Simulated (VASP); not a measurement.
Input:

```yaml
crystal:
  lattice:
    - [0.00000, 3.01920, 3.01920]
    - [3.01920, 0.00000, 3.01920]
    - [3.01920, 3.01920, 0.00000]
  atoms:
    - { symbol: Ca, position: [0.00000, 0.00000, 0.00000] }
    - { symbol: Se, position: [0.50000, 0.50000, 0.50000] }
```

Computed with PBE GGA, VASP's PBE PAW potentials (set 64) (plane waves; VASP). Run with PREC = Normal, 400 eV cut-off, 7×7×7 Γ-centred mesh, Gaussian smearing of 0.050 eV, potentials Ca_sv Se.

Problem. Predict the energy per atom (σ→0), pressure.

Solution. 
```json
{
  "energy per atom (σ→0)": "-4.738 eV/atom",
  "pressure": "-1.64 GPa"
}
```

Only differences to runs with the same potentials and settings are physical.

The compound is CaSe in the rock salt structure. The cell was not relaxed at this level. The run is one of a series of settings (PREC = Normal against the base run), some of them coarse on purpose.
